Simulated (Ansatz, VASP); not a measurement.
**Cross-check of Mg2Co between VASP and Ansatz**

Aim: how closely do two programs agree when they are given the same cell, functional and k mesh? The cell is invented: other elements were put on sites of a known structure type. It may not be a known or stable phase. The cell is taken from a series of VASP runs on this material, whose earlier steps may have relaxed, scaled or displaced it; both programs get it as it stands.

Method: plane waves, with VASP 6.6.1 beside it; single point at PBE, in Ansatz 0.2.0.

## Step 1: Starting point

It takes space group P-4m2 (No. 115, tetragonal). The conventional cell has a = 2.781 Å, b = 2.781 Å, c = 7.000 Å, α = 90.00°, β = 90.00°, γ = 90.00°. Nearest to Mg lie 2 Co at 2.62 Å and 4 Mg at 2.78 Å. Co has 4 Mg at 2.62 Å and 4 Co at 2.78 Å nearest. Farther neighbours are not listed.

## Step 2: Ansatz: single point, PBE

Ansatz runs on its default PAW (the set named soft_2) files.

With cell and atoms fixed, the geometry can't cause a difference; cores, projectors, grids and the points listed under the comparison can.

input.yaml reads:

```yaml
crystal:
  lattice:
    - [2.7813016424, 0.0, 0.0]
    - [0.0, 2.7813016424, 0.0]
    - [0.0, 0.0, 6.9996751222]
  atoms:
    - { symbol: Mg, position: [0.5, 0.0, 0.8170585881] }
    - { symbol: Mg, position: [0.0, 0.5, 0.1829414119] }
    - { symbol: Co, position: [0.0, 0.0, 0.5], spin: 2.0 }
hamiltonian:
  xc: pbe
  pseudopotentials: { kind: paw }
magnetization:
  spin_polarized: true
kpoints:
  mp_grid: { grid: [7, 7, 3] }
scf:
  occupations: { method: fermi_dirac, width: 0.05 }
  n_extra_bands: 7
output:
  forces: true
  stress: true
  eigenvalues: true
  write_density: true
  write_potential: true
  elf: true
  volumetric_format: npy
```

On the command line:

```console
$ ansatz run input.yaml --threads 2 --pin off --max-ram 4608MiB --backend cpu --events-out ev --progress --plain --runs-dir out
```

Numbers of over 12 decimals in the logs are rounded to 6 here.

Log:

```text
scf.n_extra_bands = 7 over 19 filled bands (N_el = 37.0): the run solves 26 bands
Engine: ansatz 0.2.0, aarch64-unknown-linux-gnu
Pseudopotentials: kind: paw
Pseudopotential: Mg, paw, valence charge 10, recommended cutoff 420 eV (normal), Mg.paw.azcp
Pseudopotential: Co, paw, valence charge 17, recommended cutoff 420 eV (normal), Co.paw.azcp
Functional definition: PBE
  parameter kappa = 0.804
  parameter beta = 0.066725
  exchange = pbe_x(kappa = kappa, mu = beta*pi^2/3)
  correlation = pbe_c(beta = beta)
Crystal: 3 atoms, lattice volume = 54.147 Å³
Basis set: ecut = 420 eV, 1083 PW (Γ), exchange–correlation on 40×40×96 points (8 copies of the dense FFT grid, shifted against one another)
Bands: 26, of which v1, the nominal top of the filled ones, is band 19 counted from 1 (18 counted from 0)
Symmetry: 8 space group operations
Space group: P-4m2 (ITA 115), of the structure as read, at distance tolerance 3.8e-5 Å
Magnetic group: BNS 115.283 (UNI 943), of the structure as read, at distance tolerance 3.8e-5 Å
k-points: 20 of 147 (time reversal used)
Non-local potential: Mg, projectors of the file, l = 0: 3, l = 1: 2, l = 2: 1
Non-local potential: Co, projectors of the file, l = 0: 3, l = 1: 2, l = 2: 3, l = 3: 1
PAW form: soft (Blöchl's): semilocal exchange-correlation on the pseudo side does not see the compensation charge
PAW one-centre angular grid: Mg, 110 points (default); XC on 64 Gauss nodes
PAW one-centre angular grid: Co, 590 points (default); XC on 64 Gauss nodes
Initial density: superposition of atomic densities (chi_scale 0.1, normalization cell, long waves kept (reshape's long-wave potential 0.22 eV rms))
Starting moments: Σ|m| = 2 μB on 1 of 3 sites
Initial wavefunctions: pseudopotential atomic-orbital guess
Functional: x = pbe(κ = 0.804, μ = 0.219515), c = pbe(β = 0.066725)
SCF iter   1: F=—  HF=-8972.104235 eV  |F-HF|=—  |Δ(HF+E_count)|=         —  Δρ=5.18e-2 (↑1.55e-2 ↓5.18e-2)  dr2=2.60e0  dr2_m=2.29e-1  M=2.060 μB ∫|m|=2.219 μB  β_m=0.30  ethr=3.10e-3  ⟨swp⟩=5.6  Hψ=4552  notcnv=0
Mixer restart at iter 1: flushing history
preconditioner: auto → Kerker (q_TF=auto, 2.561 Å⁻¹)  [metal: Δε(μ)=0.049 eV  Ē_g=7.099 eV  σ=0.050 eV  W_gap=0.24  n_scr=16 (ndim 8)  ℏωp=18.2 eV  f_vac=0.000  D(μ)=2.22/eV (n_scr^D=18)]
spin=Collinear: Kerker preconditioning applied to the charge; magnetization (m = ρ↑ − ρ↓) channel mixes plain (no charge-response kernel on spin).
SCF iter   2: F=—  HF=-8971.576212 eV  |F-HF|=—  |Δ(HF+E_count)|=   5.28e-1  Δρ=1.69e-2 (↑1.19e-2 ↓1.69e-2)  dr2=2.78e-1  dr2_m=4.87e-2  M=1.876 μB ∫|m|=2.057 μB  β_m=0.33  ethr=3.10e-3  ⟨swp⟩=2.0  Hψ=1777  notcnv=0  defer=52
SCF iter   3: F=—  HF=-8971.784851 eV  |F-HF|=—  |Δ(HF+E_count)|=   2.09e-1  Δρ=1.62e-2 (↑6.67e-3 ↓1.62e-2)  dr2=1.06e-1  dr2_m=3.25e-2  M=1.763 μB ∫|m|=1.952 μB  β_m=0.61  ethr=7.52e-4  ⟨swp⟩=2.0  Hψ=1451  notcnv=0  defer=55
SCF iter   4: F=—  HF=-8972.081323 eV  |F-HF|=—  |Δ(HF+E_count)|=   2.96e-1  Δρ=2.92e-2 (↑6.04e-3 ↓2.92e-2)  dr2=4.93e-1  dr2_m=7.81e-2  M=1.548 μB ∫|m|=1.746 μB  β_m=0.81  ethr=2.88e-4  ⟨swp⟩=2.0  Hψ=1256  notcnv=0  defer=55  recentre
SCF iter   5: F=-8971.732003 eV  HF=-8972.353543 eV  |F-HF|=6.22e-1  |Δ(HF+E_count)|=   2.72e-1  Δρ=2.33e-2 (↑2.33e-2 ↓1.65e-2)  dr2=4.58e-1  dr2_m=1.63e-2  M=1.708 μB ∫|m|=1.915 μB  β_m=0.54  ethr=2.88e-4  ⟨swp⟩=3.0  Hψ=2386  notcnv=0  defer=56
SCF iter   6: F=-8972.210815 eV  HF=-8972.236365 eV  |F-HF|=2.55e-2  |Δ(HF+E_count)|=   1.17e-1  Δρ=5.80e-3 (↑5.38e-3 ↓5.80e-3)  dr2=3.05e-2  dr2_m=2.76e-3  M=1.585 μB ∫|m|=1.797 μB  β_m=0.89  ethr=2.88e-4  ⟨swp⟩=2.0  Hψ=2103  notcnv=0  defer=55
SCF iter   7: F=-8972.245353 eV  HF=-8972.248078 eV  |F-HF|=2.73e-3  |Δ(HF+E_count)|=   1.17e-2  Δρ=2.72e-3 (↑4.71e-4 ↓2.72e-3)  dr2=4.89e-3  dr2_m=8.90e-4  M=1.487 μB ∫|m|=1.720 μB  β_m=0.88  ethr=8.25e-5  ⟨swp⟩=2.2  Hψ=1571  notcnv=0  defer=55
SCF iter   8: F=-8972.248358 eV  HF=-8972.248578 eV  |F-HF|=2.20e-4  |Δ(HF+E_count)|=   5.00e-4  Δρ=6.56e-4 (↑1.88e-4 ↓6.56e-4)  dr2=3.28e-4  dr2_m=3.17e-5  M=1.487 μB ∫|m|=1.728 μB  β_m=0.90  ethr=1.32e-5  ⟨swp⟩=2.0  Hψ=1384  notcnv=0  defer=55
SCF iter   9: F=-8972.248421 eV  HF=-8972.248575 eV  |F-HF|=1.54e-4  |Δ(HF+E_count)|=   3.59e-6  Δρ=5.37e-4 (↑1.18e-4 ↓5.37e-4)  dr2=1.93e-4  dr2_m=2.38e-5  M=1.487 μB ∫|m|=1.728 μB  β_m=0.93  ethr=8.87e-7  ⟨swp⟩=1.0  Hψ=1104  notcnv=0  defer=55
SCF iter  10: F=-8972.248557 eV  HF=-8972.248560 eV  |F-HF|=2.72e-6  |Δ(HF+E_count)|=   1.51e-5  Δρ=8.17e-5 (↑2.12e-5 ↓8.17e-5)  dr2=4.36e-6  dr2_m=8.81e-7  M=1.484 μB ∫|m|=1.727 μB  β_m=0.94  ethr=5.23e-7  ⟨swp⟩=1.9  Hψ=1183  notcnv=0  defer=55
SCF iter  11: F=-8972.248559 eV  HF=-8972.248559 eV  |F-HF|=1.54e-7  |Δ(HF+E_count)|=   2.93e-7  Δρ=1.82e-5 (↑9.58e-6 ↓1.82e-5)  dr2=2.67e-7  dr2_m=7.85e-8  M=1.484 μB ∫|m|=1.727 μB  β_m=0.97  ethr=1.18e-8  ⟨swp⟩=2.1  Hψ=1477  notcnv=0  defer=55
SCF iter  12: F=-8972.248559 eV  HF=-8972.248559 eV  |F-HF|=8.90e-8  |Δ(HF+E_count)|=   1.36e-9  Δρ=1.31e-5 (↑2.11e-6 ↓1.31e-5)  dr2=1.34e-7  dr2_m=1.80e-8  M=1.484 μB ∫|m|=1.727 μB  β_m=0.98  ethr=7.23e-10  ⟨swp⟩=1.1  Hψ=1043  notcnv=0  defer=55
SCF iter  13: F=-8972.248559 eV  HF=-8972.248559 eV  |F-HF|=1.49e-8  |Δ(HF+E_count)|=   5.66e-9  Δρ=3.25e-6 (↑3.04e-6 ↓3.25e-6)  dr2=1.72e-8  dr2_m=1.05e-10  M=1.484 μB ∫|m|=1.727 μB  β_m=0.91  ethr=3.62e-10  ⟨swp⟩=1.0  Hψ=1041  notcnv=0  defer=55
SCF iter  14: F=-8972.248559 eV  HF=-8972.248559 eV  |F-HF|=3.10e-8  |Δ(HF+E_count)|=  5.44e-10  Δρ=6.26e-6 (↑1.33e-6 ↓6.26e-6)  dr2=3.48e-8  dr2_m=3.15e-9  M=1.484 μB ∫|m|=1.727 μB  ethr=4.66e-11  ⟨swp⟩=9.9  Hψ=6072  notcnv=0
SCF 1 converged in 14 iterations: F = -8972.248559 eV  dr2 = 3.48e-8
  greatest PAW one-centre occupation: 1.002 electrons in one spin orbital (limit 2), on the Co atom at site 2 (counted from 0), in its partial waves of l = 1
at 1 of the mixer's solves, the last at iteration 4, it left a direction of its history that read negative out of its fit and stepped the other way along it
SCF converged after 14 iterations
Magnetization: 1.4839 μB (19.2420 up, 17.7580 down)
Absolute magnetization: 1.7275 μB (∫|ρ↑−ρ↓|, with the PAW one-centre terms)
Spin contamination: 0.0931 ħ² per cell (⟨S²⟩ above its minimum at these occupations)
Per-site moments (μB) at R_I (Å): [(-0.015453, 1.080343), (-0.015453, 1.080343), (1.585535, 1.080343)]
Free energy (F): -8972.248559 eV
Harris-Foulkes:  -8972.248559 eV  (|F-HF|=3.10e-8)
Internal energy: -8972.224094 eV  (E = F + TS)
E sigma→0 (E₀):  -8972.236327 eV
Entropy (-TS):   -0.024465 eV (-8.155 meV/atom)
Fermi energy:    8.417561 eV
--- Per-component energies (eV) ---
  E_band       = -1066.548456
  E_kinetic    = 601.477650
  E_local      = -7254.198716  (includes V_loc(G=0)·N_el)
  E_nonlocal   = 651.622172
  E_hartree    = 2880.156727
  E_xc         = -214.296213
  E_vxc        = -276.338004  (∫ρ·V_xc dr)
  E_paw        = -2102.928992  (= ΣΔE_a)
  E_vpaw       = -549.440498  (= ΣTr[D̂ρ^β])
  E_aug_tail   = 0.000084  (compensation charges beyond the density's cutoff)
  E_ewald      = -3534.056805
  E_smearing   = -0.024465  (= −TS)
  E_closure    = 0.000000  (closes the sum)
  Σ components = -8972.248559   (vs F -8972.248559, Δ=0.00e0)
--- Forces (eV/Å), atoms counted from 1 ---
  atom   1  Mg     0.00000000     0.00000000    -0.01637782
  atom   2  Mg     0.00000000     0.00000000     0.01637782
  atom   3  Co    -0.00000000     0.00000000     0.00000000
  max |Σ_I F_I| component: 6.94e-18 eV/Å
--- Stress (GPa, compression-positive) ---
        0.435795       0.000000       0.000000
        0.000000       0.435795       0.000000
        0.000000       0.000000       0.593418
  P = ⅓ Tr σ = 0.4883 GPa (4.883 kbar)
--- Band table (eV; the first three rows and the last of 40) ---
  k-point 0 ↑: bands = [... 15 lower, 5.7281, 6.2705, 6.7109, 6.9255, 6.9255, 12.6709, 14.2023, 17.8261, ... 3 higher]
  k-point 1 ↑: bands = [... 15 lower, 5.7256, 6.7109, 6.9127, 6.9255, 6.9255, 10.0259, 17.3171, 17.7727, ... 3 higher]
  k-point 2 ↑: bands = [... 15 lower, 5.8443, 6.3504, 6.6172, 6.8614, 6.9426, 13.0092, 14.4457, 14.9924, ... 3 higher]
  k-point 19 ↓: bands = [... 15 lower, 7.4402, 8.6733, 8.8574, 10.0415, 10.5494, 11.5510, 12.5357, 12.9102, ... 3 higher]
```

It took 5.2 s on 2 threads of Arm Neoverse V2, shared host; peak memory 0.34 GiB.

In the SCF lines HF is the Harris–Foulkes energy and dr2 the Hartree energy of the density residual, in eV; the loop may stop once dr2 is under the threshold and the program's other checks hold. Hψ counts applications of the Hamiltonian.

The run ends at a pressure of 0.49 GPa, with forces up to 0.016 eV/Å.

## Step 3: VASP: single point, PBE

The same cell, functional, mesh and smearing now go to VASP, with its own data sets and cutoff.

Lines of VASP's logs that name or quote its potential files are left out, and so is its time.

INCAR reads:

```
SYSTEM = Mg2Co
PREC = Accurate
ENCUT = 400
EDIFF = 1E-06
NELM = 100
ISMEAR = -1
SIGMA = 0.05
LREAL = .FALSE.
ALGO = Normal
GGA = PE
NBANDS = 14
ISPIN = 2
MAGMOM = 0 0 2
LMAXMIX = 4
LORBIT = 11
LWAVE = .FALSE.
LCHARG = .FALSE.
ISIF = 2
```

POSCAR reads:

```
Mg2Co
1.0
    2.7813016424      0.0000000000      0.0000000000
    0.0000000000      2.7813016424      0.0000000000
    0.0000000000      0.0000000000      6.9996751222
Mg Co
2 1
Direct
    0.5000000000      0.0000000000      0.8170585881
    0.0000000000      0.5000000000      0.1829414119
    0.0000000000      0.0000000000      0.5000000000
```

KPOINTS reads:

```
Automatic mesh
0
Gamma
7 7 3
0 0 0
```

Potentials, in the order of the species: Mg and Co (PBE family, release 64).

On the command line:

```console
$ mpirun -np 1 vasp_std
```

Log:

```text
[banner, memory and clock lines left out]
running    1 mpi-ranks, on    1 nodes
 distrk:  each k-point on    1 cores,    1 groups
 distr:  one band on    1 cores,    1 groups

 POSCAR found type information on POSCAR MgCo
 POSCAR found :  2 types and       3 ions
 LDA part: xc-table for (Slater+PW92), standard interpolation
 POSCAR, INCAR and KPOINTS ok, starting setup
 FFT: planning ... GRIDC
 FFT: planning ... GRID_SOFT
 FFT: planning ... GRID
 WAVECAR not read
 entering main loop
       N       E                     dE             d eps       ncg     rms          rms(c)
DAV:   1     0.313926871339E+02    0.31393E+02   -0.40786E+03  1128   0.643E+02
DAV:   2    -0.849696075793E+01   -0.39890E+02   -0.34686E+02  1168   0.127E+02
DAV:   3    -0.959313695305E+01   -0.10962E+01   -0.10862E+01  1474   0.254E+01
DAV:   4    -0.960678656665E+01   -0.13650E-01   -0.13647E-01  1418   0.270E+00
DAV:   5    -0.960708809272E+01   -0.30153E-03   -0.30152E-03  1482   0.386E-01    0.110E+01
DAV:   6    -0.175192165175E+02   -0.79121E+01   -0.69356E+01  1432   0.996E+01    0.297E+01
DAV:   7    -0.885171786101E+01    0.86675E+01   -0.21715E+01  1432   0.546E+01    0.643E+00
DAV:   8    -0.855309088088E+01    0.29863E+00   -0.24016E+00  1632   0.134E+01    0.188E+00
DAV:   9    -0.855417223088E+01   -0.10813E-02   -0.10910E-01  1498   0.310E+00    0.170E+00
DAV:  10    -0.854411202745E+01    0.10060E-01   -0.30203E-02  1448   0.155E+00    0.695E-01
DAV:  11    -0.854155988326E+01    0.25521E-02   -0.96901E-03  1478   0.106E+00    0.181E-01
DAV:  12    -0.854150192151E+01    0.57962E-04   -0.10795E-03  1360   0.339E-01    0.159E-01
DAV:  13    -0.854148792486E+01    0.13997E-04   -0.85377E-04  1396   0.307E-01    0.394E-02
DAV:  14    -0.854149340364E+01   -0.54788E-05   -0.49289E-05  1248   0.665E-02    0.253E-02
DAV:  15    -0.854149555781E+01   -0.21542E-05   -0.10048E-05  1384   0.297E-02    0.272E-02
DAV:  16    -0.854149269952E+01    0.28583E-05   -0.69402E-06   852   0.295E-02    0.828E-03
DAV:  17    -0.854149241648E+01    0.28303E-06   -0.54995E-07   644   0.648E-03
   1 F= -.85414924E+01 E0= -.85280413E+01  d E =-.269022E-01  mag=     1.4596
```

OUTCAR, selected parts (step 3):

```text
ion  position               nearest neighbor table
   1  0.500  0.000  0.817-   3 2.62   3 2.62   2 3.23   2 3.23   2 3.23   2 3.23
   2  0.000  0.500  0.183-   3 2.62   3 2.62   1 3.23   1 3.23   1 3.23   1 3.23
   3  0.000  0.000  0.500-   1 2.62   2 2.62   2 2.62   1 2.62

  LATTYP: Found a simple tetragonal cell.
 ALAT       =     2.7813016424
 C/A-ratio  =     2.5166903925

 Subroutine GETGRP returns: Found  8 space group operations
 (whereof  8 operations were pure point group operations)

The static configuration has the point symmetry D_2d.

 Found     20 irreducible k-points:

   k-points           NKPTS =     20   k-points in BZ     NKDIM =     20   number of bands    NBANDS=     14

   dimension x,y,z NGX =    18 NGY =   18 NGZ =   48
   dimension x,y,z NGXF=    36 NGYF=   36 NGZF=   96

   ENCUT  =  400.0 eV  29.40 Ry    5.42 a.u.   4.54  4.54 11.41*2*pi/ulx,y,z

   NELECT =      13.0000    total number of electrons

 k-points in reciprocal lattice and weights: Automatic mesh
   0.00000000  0.00000000  0.00000000       0.007
   0.14285714  0.00000000  0.00000000       0.027
   0.28571429  0.00000000  0.00000000       0.027
   0.42857143  0.00000000  0.00000000       0.027
   0.14285714  0.14285714  0.00000000       0.027
   0.28571429  0.14285714  0.00000000       0.054
   0.42857143  0.14285714  0.00000000       0.054
   0.28571429  0.28571429  0.00000000       0.027
   0.42857143  0.28571429  0.00000000       0.054
[...]
0.42857143  0.28571429  0.33333333       0.109
   0.42857143  0.42857143  0.33333333       0.054

 average (electrostatic) potential at core
       1 -37.3509       2 -37.3509       3 -84.1544

 E-fermi :   4.1695

 spin component 1
 k-point     1 :       0.0000    0.0000    0.0000
  band No.  band energies     occupation
    ...
      4       1.4703      1.00000
      5       2.0333      1.00000
      6       2.5667      1.00000
      7       2.7048      1.00000
      8       2.7048      1.00000
      9       8.4474      0.00000
     10       9.9739      0.00000
     11      13.5853      0.00000
     12      15.3270      0.00000
     13      15.3826      0.00000
    ...

 k-point     2 :       0.1429    0.0000    0.0000
  band No.  band energies     occupation
    ...
      4       1.5861      1.00000
      5       2.1126      1.00000
      6       2.4731      1.00000
      7       2.6398      1.00000
      8       2.7216      1.00000
      9       8.7852      0.00000
     10      10.2181      0.00000
     11      10.7526      0.00000
     12      13.2182      0.00000
     13      14.2279      0.00000
    ...

 k-point     3 :       0.2857    0.0000    0.0000
  band No.  band energies     occupation
    ...
      4       2.0425      1.00000
      5       2.2709      1.00000
      6       2.2941      1.00000
      7       2.7570      1.00000
      8       2.7597      1.00000
      9       6.7835      0.00000
     10       9.3461      0.00000
     11      10.1282      0.00000
     12      10.5989      0.00000
     13      11.4048      0.00000
    ...

 k-point     4 :       0.4286    0.0000    0.0000
  band No.  band energies     occupation
    ...
      4       2.1163      1.00000
      5       2.1848      1.00000
      6       2.7905      1.00000
      7       3.3676      1.00000
      8       3.8203      0.99908
      9       4.2992      0.06955
     10       6.7192      0.00000
     11       6.8121      0.00000
     12      12.2169      0.00000
     13      12.7427      0.00000
    ...

 k-point     5 :       0.1429    0.1429    0.0000
  band No.  band energies     occupation
    ...
      4       1.7041      1.00000
      5       2.1831      1.00000
      6       2.3852      1.00000
      7       2.5528      1.00000
      8       2.7906      1.00000
      9       9.1560      0.00000
     10      10.2277      0.00000
     11      10.5860      0.00000
     12      12.4686      0.00000
     13      12.7118      0.00000
    ...

 k-point     6 :       0.2857    0.1429    0.0000
  band No.  band energies     occupation
    ...
      4       1.9796      1.00000
      5       2.3718      1.00000
      6       2.4042      1.00000
      7       2.5028      1.00000
      8       3.1286      1.00000
      9       7.1189      0.00000
     10       9.6230      0.00000
     11      10.4203      0.00000
     12      10.8450      0.00000
     13      11.5952      0.00000
    ...

  Total        0.1663287      0.1663287      0.0996869      0.0000000      0.0000000      0.0000000
  in kB        4.9215708      4.9215708      2.9496786      0.0000000      0.0000000      0.0000000
  external PRESSURE =       4.2642734 kB  Pullay stress =       0.0000000 kB

  energy-cutoff  :      400.00
  volume of cell :       54.15
      direct lattice vectors                 reciprocal lattice vectors
     2.781301642  0.000000000  0.000000000     0.359543886  0.000000000  0.000000000
     0.000000000  2.781301642  0.000000000     0.000000000  0.359543886  0.000000000
     0.000000000  0.000000000  6.999675122     0.000000000  0.000000000  0.142863773

 POSITION                                       TOTAL-FORCE (eV/Angst)
 -----------------------------------------------------------------------------------
      1.39065      0.00000      5.71914         0.000000      0.000000     -0.024404
      0.00000      1.39065      1.28053        -0.000000      0.000000      0.024404
      0.00000      0.00000      3.49984         0.000000     -0.000000      0.000000
 -----------------------------------------------------------------------------------
    total drift:                                0.000000      0.000000      0.000000

  FREE ENERGIE OF THE ION-ELECTRON SYSTEM (eV)
  ---------------------------------------------------
  free  energy   TOTEN  =        -8.5414924165 eV

  energy  without entropy=       -8.5145902549  energy(sigma->0) =       -8.52804134

 total charge
# of ion       s       p       d       tot
------------------------------------------
    1        0.229   0.155   0.021   0.405
    2        0.229   0.155   0.021   0.405
    3        0.410   0.262   7.245   7.917
--------------------------------------------------
tot          0.868   0.573   7.287   8.727

 magnetization (x)
# of ion       s       p       d       tot
------------------------------------------
    1       -0.005  -0.004  -0.001  -0.010
    2       -0.005  -0.004  -0.001  -0.010
    3        0.005  -0.003   1.552   1.554
--------------------------------------------------
tot         -0.005  -0.011   1.549   1.533

[... 6 further parts left out ...]
```

The run ends at a pressure of 0.43 GPa, with forces up to 0.024 eV/Å.

## Step 4: Side by side

Known differences besides the potentials themselves: the data sets hold 37 valence electrons in Ansatz (default PAW (the set named soft_2) files) and 13 in VASP; the cutoff is 420 eV in Ansatz and 400 eV in VASP; VASP leaves aspherical gradient terms in its spheres out (LASPH is not set), Ansatz keeps them; site moments are counted in spheres of each program's own size. Total energies have different zeros and are not compared.

Both answers:

| quantity | Ansatz | VASP | difference |
| --- | --- | --- | --- |
| pressure (GPa) | 0.49 | 0.43 | +0.06 |
| total moment (μB) | 1.48 | 1.46 | +0.02 |
| moment on Co3 (μB) | 1.59 | 1.55 | +0.03 |

At this near-relaxed geometry the largest component of a force difference is 8 meV/Å. Ansatz's pressure holds a Pulay correction of 0.04 GPa; VASP's holds none.

## Step 5: Results

```yaml
difference_in_total_moment_single_point_pbe: 0.024 μB
```

**Reading.** The difference in total moment is 0.024 μB (single point, PBE). How closely two codes agree says nothing of how well the functional describes the real material.

[Lines on the potential files, build, host, timing and source positions are cut from VASP's logs without a mark.]

[Logs are printed without paths, hosts, clocks, repeated set-up lines and the standing remarks that a program may print on its own settings, such as how far it seeks lower states.]

[Hosts, paths, dates, database ids (printed as entryN), source tags and the programs' standing remarks are cut or masked in the printed files.]
